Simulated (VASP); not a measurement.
Data:

```
CELL_PARAMETERS angstrom
      3.89787     0.00000     0.00000
      0.00000     3.89787     0.00000
      0.00000     0.00000     3.89787
ATOMIC_POSITIONS crystal
  Ti 0.00000 0.00000 0.00000
  Pt 0.00000 0.50000 0.50000
  Pt 0.50000 0.00000 0.50000
  Pt 0.50000 0.50000 0.00000
```

Calculation: PBEsol GGA, VASP's PBE PAW potentials (set 64) (plane waves; VASP). Settings: 400 eV cut-off, 7×7×7 Γ-centred mesh, first-order Methfessel-Paxton smearing of 0.10 eV, potentials Ti_sv Pt.

Unless said otherwise, spin-orbit coupling is left out, though it shifts the bands of the heavy elements here.

Predict the energy per atom (σ→0), band gap (on the k-mesh) with the smallest direct gap where there is one.

- band gap (on the k-mesh): none (metal, semimetal or under 0.01 eV)
- energy per atom (σ→0): -8.187 eV/atom

The compound is Pt3Ti in the L1_2 structure. It was relaxed first. The start is the result of an earlier pass.
